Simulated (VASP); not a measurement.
Computed with PBEsol GGA, VASP's PBE PAW potentials (set 64) (plane waves; VASP).

A VASP calculation is set up with these files.

### KPOINTS
```
Automatic mesh
0
Gamma
6 6 2
0 0 0
```

### INCAR
```
EDIFF=1E-6   ! SCF stop (eV)
LCHARG=.FALSE.
SIGMA=0.05
ISIF=3
LWAVE=.FALSE.
IBRION=2   ! conjugate gradients
ISMEAR=0   ! Gaussian
NSW=60   ! most ionic steps
EDIFFG=-0.02   ! ionic stop
LREAL=.FALSE.   ! projection in real space or not
SYSTEM=Be3MgTe4
LMAXMIX=4
LASPH=.TRUE.   ! aspherical one-centre terms
NELM=100   ! most electronic steps
ALGO=Normal
ENCUT=400   ! plane-wave cut-off (eV)
PREC=Accurate
GGA=PS   ! PBEsol
```

POSCAR:
```
Be3MgTe4
1
   -0.0000000000     2.8861883049     2.8861883049
    2.8861883049    -0.0000000000     2.8861883049
   11.7306097632    11.7306097632    -0.1858565436
Mg Te Be
1 4 3
Direct
  0.0070557521   0.0070557521   0.9947081859
  0.2163680335   0.2163680335   0.0877239749
  0.2382033529   0.2382033529   0.3213474854
  0.2583551891   0.2583551891   0.5562336082
  0.2788726292   0.2788726292   0.7908455281
  0.9799803537   0.9799803537   0.2650147348
  0.0003374611   0.0003374611   0.4997469042
  0.0208272285   0.0208272285   0.7343795786
```

POTCAR, in this order: Mg Te Be (PBE.64 set). Program: vasp_std.

The resulting files:

### OUTCAR
```
 ion  position               nearest neighbor table
   1  0.007  0.007  0.995-   2 2.68   2 2.68   2 2.68   5 2.78
   2  0.216  0.216  0.088-   6 2.42   1 2.68   1 2.68   1 2.68
   3  0.238  0.238  0.321-   7 2.44   6 2.48   6 2.48   6 2.48
   4  0.258  0.258  0.556-   8 2.43   7 2.48   7 2.48   7 2.48
   5  0.279  0.279  0.791-   8 2.48   8 2.48   8 2.48   1 2.78
   6  0.980  0.980  0.265-   2 2.42   3 2.48   3 2.48   3 2.48
   7  0.000  0.000  0.500-   3 2.44   4 2.48   4 2.48   4 2.48
   8  0.021  0.021  0.734-   4 2.43   5 2.48   5 2.48   5 2.48
  LATTYP: Found a trigonal (rhomboedric) cell.
 ALAT       =    13.8545344265
 COS(alpha) =     0.9566024260
 Subroutine PRICEL returns:
 Original cell was already a primitive cell.
 Subroutine GETGRP returns: Found  6 space group operations
The static configuration has the point symmetry C_3v.
The dynamic configuration has the point symmetry C_3v.
 Subroutine INISYM returns: Found  6 space group operations
 Subroutine IBZKPT returns following result:
 Found     22 irreducible k-points:

 Following reciprocal coordinates:
            Coordinates               Weight
  0.000000  0.000000  0.000000      1.000000
  0.166667  0.000000 -0.000000      4.000000
...
```

File OSZICAR:
```
       N       E                     dE             d eps       ncg     rms          rms(c)
DAV:   1     0.114138851612E+03    0.11414E+03   -0.99695E+03   924   0.976E+02
DAV:   2    -0.220428832205E+02   -0.13618E+03   -0.13037E+03  1292   0.162E+02
DAV:   3    -0.314338214923E+02   -0.93909E+01   -0.93451E+01  1192   0.497E+01
DAV:   4    -0.316554694905E+02   -0.22165E+00   -0.22130E+00  1221   0.879E+00
DAV:   5    -0.316609552089E+02   -0.54857E-02   -0.54844E-02  1175   0.140E+00    0.727E+00
DAV:   6    -0.311929533219E+02    0.46800E+00   -0.52463E-01  1099   0.319E+00    0.457E+00
DAV:   7    -0.310611121167E+02    0.13184E+00   -0.58868E-01  1117   0.343E+00    0.904E-01
DAV:   8    -0.310581444947E+02    0.29676E-02   -0.59771E-02  1079   0.127E+00    0.605E-01
DAV:   9    -0.310580681505E+02    0.76344E-04   -0.32248E-03  1135   0.314E-01    0.372E-01
DAV:  10    -0.310579749170E+02    0.93233E-04   -0.24522E-03  1109   0.221E-01    0.991E-02
DAV:  11    -0.310579695710E+02    0.53460E-05   -0.33364E-04  1109   0.989E-02    0.305E-02
DAV:  12    -0.310579842773E+02   -0.14706E-04   -0.39133E-05  1196   0.399E-02    0.179E-02
DAV:  13    -0.310579893944E+02   -0.51171E-05   -0.15083E-05  1307   0.259E-02    0.516E-03
DAV:  14    -0.310579901464E+02   -0.75197E-06   -0.54379E-06  1043   0.110E-02
   1 F= -.31057990E+02 E0= -.31057990E+02  d E =-.310580E+02
       N       E                     dE             d eps       ncg     rms          rms(c)
DAV:   1    -0.310582271051E+02   -0.23771E-03   -0.45001E-03  1004   0.333E-01    0.393E-02
DAV:   2    -0.310582420761E+02   -0.14971E-04   -0.22278E-04  1145   0.685E-02    0.117E-02
DAV:   3    -0.310582407205E+02    0.13556E-05   -0.43281E-06  1109   0.122E-02    0.893E-03
DAV:   4    -0.310582400245E+02    0.69595E-06   -0.12127E-06   747   0.573E-03
   2 F= -.31058240E+02 E0= -.31058240E+02  d E =-.249878E-03
       N       E                     dE             d eps       ncg     rms          rms(c)
DAV:   1    -0.310583557514E+02   -0.11503E-03   -0.11539E-02   964   0.534E-01    0.649E-02
DAV:   2    -0.310583937576E+02   -0.38006E-04   -0.57230E-04  1145   0.110E-01    0.171E-02
DAV:   3    -0.310583904709E+02    0.32867E-05   -0.11548E-05  1109   0.197E-02    0.129E-02
DAV:   4    -0.310583890606E+02    0.14102E-05   -0.28754E-06   983   0.850E-03    0.533E-03
DAV:   5    -0.310583888041E+02    0.25654E-06   -0.66965E-07   697   0.443E-03
   3 F= -.31058389E+02 E0= -.31058389E+02  d E =-.398658E-03
       N       E                     dE             d eps       ncg     rms          rms(c)
DAV:   1    -0.310586527032E+02   -0.26364E-03   -0.81479E-03   954   0.438E-01    0.657E-02
DAV:   2    -0.310585936066E+02    0.59097E-04   -0.31812E-04  1144   0.964E-02    0.248E-02
DAV:   3    -0.310585657426E+02    0.27864E-04   -0.32773E-05  1122   0.290E-02    0.155E-02
DAV:   4    -0.310585560455E+02    0.96971E-05   -0.19663E-05  1134   0.215E-02    0.561E-03
DAV:   5    -0.310585559486E+02    0.96915E-07   -0.28018E-06   910   0.848E-03
   4 F= -.31058556E+02 E0= -.31058556E+02  d E =-.167145E-03
       N       E                     dE             d eps       ncg     rms          rms(c)
DAV:   1    -0.310586376889E+02   -0.81643E-04   -0.40741E-03   954   0.310E-01    0.472E-02
DAV:   2    -0.310586077743E+02    0.29915E-04   -0.15874E-04  1144   0.680E-02    0.173E-02
DAV:   3    -0.310585935974E+02    0.14177E-04   -0.16810E-05  1132   0.207E-02    0.107E-02
DAV:   4    -0.310585888862E+02    0.47112E-05   -0.98757E-06  1134   0.152E-02    0.392E-03
DAV:   5    -0.310585888632E+02    0.23048E-07   -0.12632E-06   662   0.594E-03
   5 F= -.31058589E+02 E0= -.31058589E+02  d E =-.200059E-03
```

OUTCAR:
```
------------------------ aborting loop because EDIFF is reached ----------------------------------------
  FORCE on cell =-STRESS in cart. coord.  units (eV):
  Direction    XX          YY          ZZ          XY          YZ          ZX
  --------------------------------------------------------------------------------------
  Total        0.0099147      0.0099147      0.0099147     -0.0192767      0.0192767      0.0192767
  in kB        0.0806744      0.0806744      0.0806744     -0.1568517      0.1568517      0.1568517
  external PRESSURE =       0.0806744 kB  Pullay stress =       0.0000000 kB
  volume of cell :      196.90
      direct lattice vectors                 reciprocal lattice vectors
     0.000000000  2.883754706  2.883754706    -0.171902109  0.174868023  0.171902109
     2.883754706 -0.000000000  2.883754706     0.174868023 -0.171902109  0.171902109
    11.737532393 11.737532393 -0.202513567     0.042234049  0.042234049 -0.042234049
 POSITION                                       TOTAL-FORCE (eV/Angst)
 -----------------------------------------------------------------------------------
     11.69479     11.69479     -0.15977         0.004757      0.004757     -0.004757
      1.65912      1.65912      1.22464         0.001161      0.001161     -0.001161
      4.46026      4.46026      1.30725         0.003870      0.003870     -0.003870
      7.27370      7.27370      1.37757        -0.011441     -0.011441      0.011441
     10.08541     10.08541      1.44961        -0.000920     -0.000920      0.000920
      5.94016      5.94016      5.59486         0.002248      0.002248     -0.002248
      5.86345      5.86345     -0.09594         0.003311      0.003311     -0.003311
      8.67514      8.67514     -0.02388        -0.002986     -0.002986      0.002986
 -----------------------------------------------------------------------------------
    total drift:                               -0.000322     -0.000322      0.000323
  FREE ENERGIE OF THE ION-ELECTRON SYSTEM (eV)
  ---------------------------------------------------
  free  energy   TOTEN  =       -31.0585888632 eV

  energy  without entropy=      -31.0585888632  energy(sigma->0) =      -31.05858886

 reached required accuracy - stopping structural energy minimisation
```
(Selected blocks of OUTCAR.)

File CONTCAR:
```
Be3MgTe4
   1.00000000000000
     0.0000000000000000    2.8837547063137654    2.8837547063137654
     2.8837547063137654   -0.0000000000000000    2.8837547063137654
    11.7375323926365560   11.7375323926365560   -0.2025135673814927
  Mg              Te              Be
     1     4     3
Direct
     0.0072209247211584    0.0072209247211584    0.9945843064341343
     0.2154381763681843    0.2154381763681843    0.0884213677488604
     0.2379481043128963    0.2379481043128963    0.3215389218403256
     0.2583795248314638    0.2583795248314638    0.5562153564014062
     0.2791039568887156    0.2791039568887156    0.7906720323334652
     0.9793859250353004    0.9793859250353004    0.2654605562985226
     0.0008983470171503    0.0008983470171503    0.4993262397621412
     0.0216250409251398    0.0216250409251398    0.7337812192811465
```

The structure was generated: Be3MgTe4 was put into an ordered model structure (R3m), which need not be its known phase. This run relaxes it. Symmetry was kept, so distortions that lower it aren't found. The start is the result of an earlier pass.
